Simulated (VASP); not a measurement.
Method: PBE GGA, VASP's PBE PAW potentials (set 64) (plane waves; VASP 6.6.1).

The input files of a VASP run:

File KPOINTS:
```
Automatic mesh
0
Gamma
 7 7 4
0 0 0
```

**POSCAR**
```
La2O3
1.0
  1.9697190509  -3.4116533820   0.0000000000
  1.9697190509   3.4116533820   0.0000000000
  0.0000000000   0.0000000000   6.1798729714
La O
2 3
direct
  0.3333330000   0.6666670000   0.2471797555
  0.6666670000   0.3333330000   0.7528202445
  0.0000000000   0.0000000000   0.0000000000
  0.3333330000   0.6666670000   0.6458735674
  0.6666670000   0.3333330000   0.3541264326
```

### INCAR
```
! general
SYSTEM   =  La2O3
PREC     =  Accurate
ENCUT    =  520
LREAL    =  .FALSE.
LASPH    =  .TRUE.

! electronic loop
EDIFF    =  1E-7
NELM     =  100
ALGO     =  Normal
LMAXMIX  =  6

! smearing
ISMEAR   =  -5

! functional
GGA      =  PE

! ions
ISIF     =  2

! output
LWAVE    =  .FALSE.
LCHARG   =  .TRUE.
LORBIT   =  11
NEDOS    =  601

! other
LEFG     =  .TRUE.
```

POTCAR, in this order: La O (PBE.64 set). Program: vasp_std.

What VASP printed:

**OSZICAR**
```
       N       E                     dE             d eps       ncg     rms          rms(c)
DAV:   1     0.478029823958E+03    0.47803E+03   -0.15689E+04  1344   0.252E+03
DAV:   2     0.100041012448E+03   -0.37799E+03   -0.37249E+03  1912   0.409E+02
DAV:   3    -0.272077649796E+02   -0.12725E+03   -0.12672E+03  2464   0.226E+02
DAV:   4    -0.464367600413E+02   -0.19229E+02   -0.19219E+02  2368   0.978E+01
DAV:   5    -0.475407218538E+02   -0.11040E+01   -0.11036E+01  2440   0.271E+01    0.149E+01
DAV:   6    -0.418952069219E+02    0.56455E+01   -0.52361E+01  2072   0.438E+01    0.765E+00
DAV:   7    -0.418256761427E+02    0.69531E-01   -0.57389E+00  2520   0.252E+01    0.353E+00
DAV:   8    -0.418192864063E+02    0.63897E-02   -0.49938E-01  2352   0.624E+00    0.138E+00
DAV:   9    -0.418218399681E+02   -0.25536E-02   -0.71525E-02  2376   0.247E+00    0.412E-01
DAV:  10    -0.418241432350E+02   -0.23033E-02   -0.43990E-02  2208   0.144E+00    0.215E-01
DAV:  11    -0.418248499678E+02   -0.70673E-03   -0.15661E-02  2320   0.957E-01    0.145E-01
DAV:  12    -0.418250152015E+02   -0.16523E-03   -0.29088E-03  2192   0.421E-01    0.558E-02
DAV:  13    -0.418250671259E+02   -0.51924E-04   -0.12274E-03  2336   0.242E-01    0.251E-02
DAV:  14    -0.418250708531E+02   -0.37273E-05   -0.15401E-04  2344   0.106E-01    0.555E-03
DAV:  15    -0.418250709587E+02   -0.10554E-06   -0.17063E-05  2368   0.371E-02    0.289E-03
DAV:  16    -0.418250709765E+02   -0.17815E-07   -0.21442E-06  2256   0.122E-02    0.272E-03
DAV:  17    -0.418250708986E+02    0.77942E-07   -0.35639E-07  1648   0.607E-03
   1 F= -.41825071E+02 E0= -.41825071E+02  d E =0.000000E+00
```

OUTCAR:
```
------------------------ aborting loop because EDIFF is reached ----------------------------------------
  FORCE on cell =-STRESS in cart. coord.  units (eV):
  Direction    XX          YY          ZZ          XY          YZ          ZX
  --------------------------------------------------------------------------------------
  Total       -0.0589583     -0.0589583     -0.0357144     -0.0000000     -0.0000000     -0.0000000
  in kB       -1.1373044     -1.1373044     -0.6889310     -0.0000000     -0.0000000     -0.0000000
  external PRESSURE =      -0.9878466 kB  Pullay stress =       0.0000000 kB
  volume of cell :       83.06
      direct lattice vectors                 reciprocal lattice vectors
     1.969719051 -3.411653382  0.000000000     0.253843308 -0.146556506  0.000000000
     1.969719051  3.411653382  0.000000000     0.253843308  0.146556506  0.000000000
     0.000000000  0.000000000  6.179872971     0.000000000  0.000000000  0.161815624
 POSITION                                       TOTAL-FORCE (eV/Angst)
 -----------------------------------------------------------------------------------
      1.96972      1.13722      1.52754        -0.000000      0.000000      0.006836
      1.96972     -1.13722      4.65233        -0.000000     -0.000000     -0.006836
      0.00000      0.00000      0.00000        -0.000000      0.000000      0.000000
      1.96972      1.13722      3.99142        -0.000000     -0.000000     -0.018416
      1.96972     -1.13722      2.18846         0.000000      0.000000      0.018416
 -----------------------------------------------------------------------------------
    total drift:                                0.000000     -0.000000      0.000000
  FREE ENERGIE OF THE ION-ELECTRON SYSTEM (eV)
  ---------------------------------------------------
  free  energy   TOTEN  =       -41.8250708986 eV

  energy  without entropy=      -41.8250708986  energy(sigma->0) =      -41.82507090

 total charge

# of ion       s       p       d       f       tot
--------------------------------------------------
    1        2.018   5.696   0.634   0.239   8.587
    2        2.018   5.696   0.634   0.239   8.587
    3        1.556   3.374   0.000   0.000   4.930
    4        1.569   3.460   0.000   0.000   5.030
    5        1.569   3.460   0.000   0.000   5.030
--------------------------------------------------
tot          8.731  21.687   1.268   0.477  32.162

 Electric field gradients after diagonalization (V/A^2)
 (convention: |V_zz| > |V_xx| > |V_yy|)
----------------------------------------------------------------------
 ion       V_xx      V_yy      V_zz     asymmetry (V_yy - V_xx)/ V_zz
----------------------------------------------------------------------
   1     -55.462   -55.460   110.922       0.000
   2     -55.462   -55.460   110.922       0.000
   3       4.419     4.418    -8.837       0.000
   4      -4.121    -4.120     8.241       0.000
   5      -4.121    -4.120     8.241       0.000
```
(Selected blocks of OUTCAR.)

The compound is La2O3 in the a-type structure. It was relaxed first.
